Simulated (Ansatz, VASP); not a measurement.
# Cross-check of AlRu between VASP and Ansatz, part 2 of 2

Aim: how closely do two programs agree when they are given the same cell, functional and k mesh? The cell is taken from a series of runs on this material, whose earlier steps may have relaxed, scaled, displaced or heated it; both programs get it as it stands.

VASP 6.6.1 and Ansatz 0.2.0.

So far: The starting structure; Ansatz: zone-centre phonons, LDA, pair 1; VASP: zone-centre phonons, LDA, pair 1; Side by side.

**5. VASP: zone-centre phonons, LDA, pair 2**

Level of this step: LDA; plane waves and PAW (Al, Ru_pv) (VASP).

Second derivatives magnify differences that forces hide, and they need a tight electronic threshold. The cell compared in this pair holds 26.80 Å³, against 26.28 Å³ for the pair before.

Contents of INCAR:

```
SYSTEM = AlRu
PREC = Accurate
ENCUT = 500
EDIFF = 1E-08
NELM = 120
ISMEAR = 1
SIGMA = 0.2
LREAL = .FALSE.
ALGO = Normal
GGA = PW92
NBANDS = 14
LASPH = .TRUE.
LORBIT = 11
LWAVE = .FALSE.
LCHARG = .FALSE.
ISIF = 2
IBRION = 8
GGA_COMPAT = .FALSE.
KPAR = 2
```

Contents of POSCAR:

```
AlRu
1.0
    2.9925064824      0.0000000000      0.0000000000
    0.0000000000      2.9925064824      0.0000000000
    0.0000000000      0.0000000000      2.9925064824
Al Ru
1 1
Direct
    0.0000000000      0.0000000000      0.0000000000
    0.5000000000      0.5000000000      0.5000000000
```

Contents of KPOINTS:

```
Automatic mesh
0
Gamma
16 16 16
0 0 0
```

Potentials, in the order of the species: Al and Ru_pv (LDA family, release 64).

Run with:

```sh
mpirun -np 2 vasp_std
```

Numbers of over 12 decimals in the logs are rounded to 6 here.

The log of the run:

```text
[banner, memory and clock lines left out]
running    2 mpi-ranks, on    1 nodes
[...]
[... a notice as in an earlier step ...]

 LDA part: xc-table for (Slater(with rela. corr.)+PW92), standard interpolation
 POSCAR, INCAR and KPOINTS ok, starting setup
[...]
entering main loop
       N       E                     dE             d eps       ncg     rms          rms(c)
DAV:   1     0.110791416469E+03    0.11079E+03   -0.92147E+03  4708   0.110E+03
DAV:   2    -0.149369935397E+02   -0.12573E+03   -0.12012E+03  5094   0.315E+02
DAV:   3    -0.168144170513E+02   -0.18774E+01   -0.18675E+01  5622   0.405E+01
DAV:   4    -0.168293246347E+02   -0.14908E-01   -0.14905E-01  5844   0.362E+00
[...]
DAV:  11    -0.161477653044E+02    0.99492E-06   -0.38296E-06  5908   0.233E-02    0.584E-03
DAV:  12    -0.161477652220E+02    0.82421E-07   -0.79133E-08  5724   0.306E-03    0.312E-04
DAV:  13    -0.161477652204E+02    0.15905E-08   -0.16938E-09  4156   0.388E-04
   1 F= -.16147765E+02 E0= -.16147268E+02  d E =-.149091E-02
[...]
RMM:   8    -0.607135444568E-02   -0.11390E-06   -0.10176E-08 19341   0.318E-04    0.784E-05
RMM:   9    -0.607146528620E-02   -0.11084E-06   -0.71161E-08 20754   0.105E-04    0.209E-05
RMM:  10    -0.607146496641E-02    0.31980E-09   -0.63189E-08 20600   0.526E-05    0.240E-06
 first order change of Fermi-energy  -0.21826E-03
 force on displaced ion       1 direction 1 :  -7.159  -0.000  -0.000
 Linear response progress:
  Degree of freedom:   2/  2
       N       E                     dE             d eps       ncg     rms          rms(c)
RMM:   1    -0.533430572455E+00   -0.53343E+00    0.41988E+00 11941   0.643E+01
RMM:   2    -0.642469140063E+00   -0.10904E+00   -0.12193E-01 16827   0.310E+00    0.155E-01
RMM:   3    -0.642761644599E+00   -0.29250E-03   -0.21898E-03 19524   0.361E-01    0.878E-02
RMM:   4    -0.642318127339E+00    0.44352E-03   -0.22371E-04 19651   0.137E-01    0.201E-02
[...]
RMM:  16    -0.642200022502E+00   -0.21452E-08   -0.11281E-07 23416   0.237E-04    0.136E-07
RMM:  17    -0.642200027060E+00   -0.45576E-08   -0.12191E-07 23091   0.234E-04    0.205E-07
RMM:  18    -0.642200027784E+00   -0.72357E-09   -0.91506E-08 22808   0.233E-04    0.193E-07
 first order change of Fermi-energy   0.21452E-02
 force on displaced ion       2 direction 1 :  -7.154  -0.000   0.000
 Linear response finished
```

Parts of OUTCAR (step 5):

```text
  Total       -1.3351500     -1.3351500     -1.3351500     -0.0000000     -0.0000000      0.0000000
  in kB      -79.8243418    -79.8243418    -79.8243418     -0.0000000     -0.0000000      0.0000000
  external PRESSURE =     -79.8243418 kB  Pullay stress =       0.0000000 kB

 POSITION                                       TOTAL-FORCE (eV/Angst)
 -----------------------------------------------------------------------------------
      0.00000      0.00000      0.00000         0.000000      0.000000      0.000000
      1.49625      1.49625      1.49625         0.000000      0.000000      0.000000
 -----------------------------------------------------------------------------------
    total drift:                                0.000000     -0.000000     -0.000000

[... 1 part as in an earlier step ...]

[... 1 further part left out ...]
```

**6. Ansatz: zone-centre phonons, LDA, pair 2**

The same cell, functional (in two slightly different forms), mesh and smearing now go to Ansatz, which takes its cutoff from its data sets.

The cell is taken from a series of runs on this material, whose earlier steps may have relaxed, scaled, displaced or heated it; both programs get it as it stands.

Contents of input.yaml:

```yaml
crystal:
  lattice:
    - [2.9925064824, 0.0, 0.0]
    - [0.0, 2.9925064824, 0.0]
    - [0.0, 0.0, 2.9925064824]
  atoms:
    - { symbol: Al, position: [0.0, 0.0, 0.0] }
    - { symbol: Ru, position: [0.5, 0.5, 0.5] }
kpoints:
  mp_grid: { grid: [16, 16, 16] }
hamiltonian:
  xc: lda
  pseudopotentials: { kind: paw, azcp: { folder: soft_1 }, xc_functional: pbe }
scf:
  occupations: { method: methfessel_paxton, width: 0.2 }
output:
  eigenvalues: true
phonons:
  method: dfpt
```

Run with:

```sh
ansatz run input.yaml --threads 4 --pin off --max-ram 10240MiB --backend cpu --events-out ev --progress --plain --runs-dir out
```

The log of the run:

```text
[...]
Crystal: 2 atoms, lattice volume = 26.798 Å³
Basis set: ecut = 420 eV, 515 PW (Γ), exchange–correlation on 48×48×48 points (8 copies of the dense FFT grid, shifted against one another)
Bands: 14, of which v1, the nominal top of the filled ones, is band 10 counted from 1 (9 counted from 0)
Symmetry: 48 space group operations
k-points: 405 of 4096 (irreducible under 8 space group operations, time reversal used)
[...]
k-point 2: bands = [... 6 lower, 12.2210, 15.5409, 15.5409, 15.9260, 20.4983, 22.2965, 22.2965, 26.0570]
  k-point 404: bands = [... 6 lower, 11.0956, 17.3035, 17.3035, 18.1823, 19.8108, 19.8108, 19.8108, 24.2656]
[...]
ASR residual: 8.814e-5 → 0.000e0 eV/Å²; symmetrization residual: 2.510e-6 eV/Å²
  ASR residual per site (eV/Å²): 8.66e-6 8.81e-5
  Γ frequencies (cm⁻¹): 0.00 0.00 0.00 300.21 300.21 300.21
[...]
[key lines of the parts left out:]
SCF converged after 8 iterations
Free energy (F): -6272.470513 eV
Fermi energy:    15.716021 eV
```

**7. Side by side**

What differs besides the data sets and the points named for the pairs above, as far as they apply: the data sets hold 19 valence electrons in Ansatz (on its PAW soft_1 files) and 17 in VASP. Total energies have different zeros and are not compared.

Both answers:

```tsv
quantity	Ansatz	VASP	difference
optical mode 1 to 3 (cm⁻¹)	300.2	302.3	-0.70 %
```

Modes are paired by rising frequency, not by their patterns, so a pair may set unlike modes beside each other; they are those without the splitting of longitudinal modes.

**8. Outcome**

```
r.m.s. difference of the optical zone-centre modes, each program's sorted by frequency (zone-centre phonons, LDA, pair 1) : 2.2 cm⁻¹
difference in optical mode 1 to 3 (zone-centre phonons, LDA, pair 1)                                                      : -0.7 %
r.m.s. difference of the optical zone-centre modes, each program's sorted by frequency (zone-centre phonons, LDA, pair 2) : 2.1 cm⁻¹
difference in optical mode 1 to 3 (zone-centre phonons, LDA, pair 2)                                                      : -0.7 %
```

The r.m.s. difference of the optical zone-centre modes, each program's sorted by frequency is 2.2 cm⁻¹ (zone-centre phonons, LDA, pair 1). The data sets hold unlike numbers of valence electrons (19 in Ansatz and 17 in VASP), so part of the differences comes from the potentials. Among the rows given in per cent, the largest difference of the zone-centre phonons, LDA, pair 1 pair is in optical mode 1 to 3, -0.7 %. Among the rows given in per cent, the largest difference of the zone-centre phonons, LDA, pair 2 pair is in optical mode 1 to 3, -0.7 %. Such differences can come from data sets, numerical settings and the points named under the comparisons, not from the functional's error against experiment.

[Lines on the potential files, build, host, timing and source positions are cut from VASP's logs without a mark.]

[Logs are printed without paths, hosts, clocks, repeated set-up lines and the standing remarks that a program may print on its own settings, such as how far it seeks lower states.]

[Hosts, paths, dates, database ids (printed as entryN), source tags and the programs' standing remarks are cut or masked in the printed files.]
